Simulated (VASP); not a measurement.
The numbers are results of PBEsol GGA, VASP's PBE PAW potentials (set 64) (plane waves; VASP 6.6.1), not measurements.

Input for VASP

POSCAR:
```
FeSi
1.0
  4.4086705841   0.0000000000   0.0000000000
  0.0000000000   4.4086705841   0.0000000000
  0.0000000000   0.0000000000   4.4086705841
Fe Si
4 4
Cart
  3.8042816207   2.8087242554   1.5999463287
  1.5999463287   3.8042816207   2.8087242554
  0.6043889634   0.6043889634   0.6043889634
  2.8087242554   1.5999463287   3.8042816207
  0.6992772860   1.5050580060   2.9036125781
  2.9036125781   0.6992772860   1.5050580060
  3.7093932981   3.7093932981   3.7093932981
  1.5050580060   2.9036125781   0.6992772860
```

**INCAR**
```
! general
SYSTEM  = FeSi
PREC    = Accurate
ENCUT   = 400   ! plane-wave cut-off (eV)
LREAL   = .FALSE.   ! projection in real space or not
LASPH   = .TRUE.

! electronic loop
EDIFF   = 1E-6
NELM    = 100   ! most electronic steps
ALGO    = Normal   ! blocked Davidson
LMAXMIX = 4

! smearing
ISMEAR  = 0   ! Gaussian
SIGMA   = 0.05

! functional
GGA     = PS

! ions
IBRION  = 2   ! conjugate gradients
NSW     = 60   ! most ionic steps
ISIF    = 3
EDIFFG  = -0.02

! output
LWAVE   = .FALSE.
LCHARG  = .FALSE.
```

### KPOINTS
```
Automatic mesh
0
Gamma
5 5 5
0 0 0
```

POTCAR, in this order: Fe Si (PBE.64 set). Program: vasp_std.

Output of the run:

File OSZICAR:
```
       N       E                     dE             d eps       ncg     rms          rms(c)
DAV:   1     0.313180500434E+03    0.31318E+03   -0.16703E+04   638   0.151E+03
DAV:   2    -0.356266217872E+02   -0.34881E+03   -0.33738E+03   638   0.394E+02
DAV:   3    -0.710372459089E+02   -0.35411E+02   -0.32225E+02   999   0.133E+02
DAV:   4    -0.722932349254E+02   -0.12560E+01   -0.12376E+01   972   0.308E+01
DAV:   5    -0.723102856795E+02   -0.17051E-01   -0.17026E-01   975   0.354E+00    0.345E+01
DAV:   6    -0.767585815630E+02   -0.44483E+01   -0.24339E+02   952   0.173E+02    0.305E+01
DAV:   7    -0.641519768618E+02    0.12607E+02   -0.93065E+01   957   0.121E+02    0.958E+00
DAV:   8    -0.639249700509E+02    0.22701E+00   -0.37315E+00   781   0.159E+01    0.312E+00
DAV:   9    -0.638378181659E+02    0.87152E-01   -0.48854E-01   992   0.672E+00    0.123E+00
DAV:  10    -0.638267588693E+02    0.11059E-01   -0.16013E-02   794   0.135E+00    0.440E-01
DAV:  11    -0.638252802235E+02    0.14786E-02   -0.10167E-02   997   0.119E+00    0.150E-01
DAV:  12    -0.638252061561E+02    0.74067E-04   -0.28904E-04  1004   0.165E-01    0.589E-02
DAV:  13    -0.638251970532E+02    0.91029E-05   -0.69209E-05   973   0.718E-02    0.176E-02
DAV:  14    -0.638251962720E+02    0.78119E-06   -0.29782E-06   564   0.207E-02
   1 F= -.63825196E+02 E0= -.63824867E+02  d E =-.638252E+02
       N       E                     dE             d eps       ncg     rms          rms(c)
DAV:   1    -0.638453132635E+02   -0.20116E-01   -0.45462E-01   643   0.884E+00    0.136E+00
DAV:   2    -0.638514225677E+02   -0.61093E-02   -0.49834E-01   947   0.855E+00    0.128E+00
DAV:   3    -0.638253482613E+02    0.26074E-01   -0.19157E-01   957   0.521E+00    0.271E-01
DAV:   4    -0.638246773127E+02    0.67095E-03   -0.44871E-03   913   0.635E-01    0.522E-02
DAV:   5    -0.638246718786E+02    0.54341E-05   -0.90786E-05   975   0.760E-02    0.357E-02
DAV:   6    -0.638246679564E+02    0.39222E-05   -0.13849E-05   768   0.312E-02    0.734E-03
DAV:   7    -0.638246679862E+02   -0.29878E-07   -0.24525E-06   450   0.149E-02
   2 F= -.63824668E+02 E0= -.63824378E+02  d E =0.528286E-03
       N       E                     dE             d eps       ncg     rms          rms(c)
DAV:   1    -0.638327345509E+02   -0.80666E-02   -0.15006E-01   643   0.508E+00    0.782E-01
DAV:   2    -0.638350819106E+02   -0.23474E-02   -0.16954E-01   947   0.498E+00    0.749E-01
DAV:   3    -0.638260730020E+02    0.90089E-02   -0.65362E-02   947   0.301E+00    0.153E-01
DAV:   4    -0.638258561477E+02    0.21685E-03   -0.13597E-03   818   0.330E-01    0.308E-02
DAV:   5    -0.638258511968E+02    0.49509E-05   -0.53832E-05   976   0.580E-02    0.198E-02
DAV:   6    -0.638258492448E+02    0.19520E-05   -0.45383E-06   626   0.235E-02    0.673E-03
DAV:   7    -0.638258489244E+02    0.32041E-06   -0.30296E-06   511   0.175E-02
   3 F= -.63825849E+02 E0= -.63825537E+02  d E =-.652652E-03
       N       E                     dE             d eps       ncg     rms          rms(c)
DAV:   1    -0.638259557603E+02   -0.10652E-03   -0.15610E-02   638   0.747E-01    0.409E-02
DAV:   2    -0.638259786789E+02   -0.22919E-04   -0.49322E-04   989   0.209E-01    0.277E-02
DAV:   3    -0.638259704474E+02    0.82315E-05   -0.94974E-05   969   0.118E-01    0.175E-02
DAV:   4    -0.638259678459E+02    0.26015E-05   -0.26092E-05   973   0.593E-02    0.847E-03
DAV:   5    -0.638259669702E+02    0.87569E-06   -0.40496E-06   560   0.258E-02
   4 F= -.63825967E+02 E0= -.63825658E+02  d E =-.118046E-03
```

File OUTCAR:
```
------------------------ aborting loop because EDIFF is reached ----------------------------------------
  FORCE on cell =-STRESS in cart. coord.  units (eV):
  Direction    XX          YY          ZZ          XY          YZ          ZX
  --------------------------------------------------------------------------------------
  Total       -0.0056167     -0.0056167     -0.0056167      0.0000000     -0.0000000      0.0000000
  in kB       -0.1053127     -0.1053127     -0.1053127      0.0000000     -0.0000000      0.0000000
  external PRESSURE =      -0.1053127 kB  Pullay stress =       0.0000000 kB
  volume of cell :       85.45
      direct lattice vectors                 reciprocal lattice vectors
     4.404563265  0.000000000 -0.000000000     0.227037266 -0.000000000  0.000000000
     0.000000000  4.404563265  0.000000000    -0.000000000  0.227037266 -0.000000000
    -0.000000000  0.000000000  4.404563265     0.000000000 -0.000000000  0.227037266
 POSITION                                       TOTAL-FORCE (eV/Angst)
 -----------------------------------------------------------------------------------
      3.80000      2.80684      1.59772        -0.003227      0.003227     -0.003227
      1.59772      3.80000      2.80684        -0.003227     -0.003227      0.003227
      0.60456      0.60456      0.60456         0.003227      0.003227      0.003227
      2.80684      1.59772      3.80000         0.003227     -0.003227     -0.003227
      0.69986      1.50243      2.90214         0.001260     -0.001260      0.001260
      2.90214      0.69986      1.50243         0.001260      0.001260     -0.001260
      3.70471      3.70471      3.70471        -0.001260     -0.001260     -0.001260
      1.50243      2.90214      0.69986        -0.001260      0.001260      0.001260
 -----------------------------------------------------------------------------------
    total drift:                                0.000002      0.000001     -0.000000
  FREE ENERGIE OF THE ION-ELECTRON SYSTEM (eV)
  ---------------------------------------------------
  free  energy   TOTEN  =       -63.8259669702 eV

  energy  without entropy=      -63.8253484522  energy(sigma->0) =      -63.82565771

 reached required accuracy - stopping structural energy minimisation
```
(Selected blocks of OUTCAR.)

**CONTCAR**
```
FeSi
   1.00000000000000
     4.4045632651756730    0.0000000000000000   -0.0000000000000000
     0.0000000000000000    4.4045632651756730    0.0000000000000000
    -0.0000000000000000    0.0000000000000000    4.4045632651756730
  Fe              Si
     4     4
Direct
     0.8627417098953195    0.6372582901046805    0.3627417098953195
     0.3627417098953195    0.8627417098953195    0.6372582901046805
     0.1372582901046805    0.1372582901046805    0.1372582901046805
     0.6372582901046805    0.3627417098953195    0.8627417098953195
     0.1588931696301399    0.3411068303698601    0.6588931696301400
     0.6588931696301400    0.1588931696301399    0.3411068303698601
     0.8411068303698600    0.8411068303698600    0.8411068303698600
     0.3411068303698601    0.6588931696301400    0.1588931696301399
```

The compound is FeSi in the B20 structure. This run relaxes it. Symmetry was kept, so distortions that lower it aren't found. The start is the result of an earlier pass. The run is not spin-polarised, so no magnetic state was tried.
